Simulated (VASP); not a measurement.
A VASP calculation is set up with these files.

### POSCAR
```
CuI
3.0046450
  0.0000000000   1.0000000611   1.0000000611
  1.0000000611   0.0000000000   1.0000000611
  1.0000000611   1.0000000611   0.0000000000
Cu I
1 1
Cart
  0.0000000000   0.0000000000   0.0000000000
  0.5000000306   0.5000000306   0.5000000306
```

### INCAR
```
# general
SYSTEM  = CuI
PREC    = Accurate
ENCUT   = 480   # plane-wave cut-off (eV)
LREAL   = .FALSE.   # projection in real space or not
LASPH   = .TRUE.

# electronic loop
EDIFF   = 1E-7
NELM    = 100
ALGO    = Normal   # blocked Davidson
LMAXMIX = 4   # l cut-off of mixed one-centre charges
LMIXTAU = .TRUE.

# smearing
ISMEAR  = 0
SIGMA   = 0.05   # width (eV)

# functional
METAGGA = R2SCAN

# ions
ISIF    = 2   # forces and stress, cell fixed

# output
LWAVE   = .FALSE.
LCHARG  = .FALSE.
```

KPOINTS:
```
Automatic mesh
0
Gamma
8 8 8
0 0 0
```

POTCAR, in this order: Cu I (PBE.64 set). Program: vasp_std.

Q: Translate this r2SCAN calculation to Ansatz.

A: One equivalent input (not run):
Ansatz 0.2 input:
```yaml
crystal:
  lattice:
    - [0.0000000, 3.0046452, 3.0046452]
    - [3.0046452, 0.0000000, 3.0046452]
    - [3.0046452, 3.0046452, 0.0000000]
  atoms:
    - { symbol: Cu, position: [0.0000000, 0.0000000, 0.0000000] }
    - { symbol: I, position: [0.2500000, 0.2500000, 0.2500000] }
kpoints:
  mp_grid: { grid: [8, 8, 8] }
hamiltonian:
  xc: r2scan
  pseudopotentials: { kind: paw }
scf:
  occupations: { method: gaussian, width: 0.05 }
  max_iter: 100
output: { forces: true, stress: true, eigenvalues: true }
```
What does not carry over: each code has its own PAW files, so the cut-off isn't converted (ENCUT is set for VASP's; basis.ecutwfc is left out, and Ansatz then takes the one that its files recommend); Ansatz stops its SCF on the density residual and VASP on the energy change (EDIFF).

The compound is CuI in the zinc blende structure. It was relaxed first.
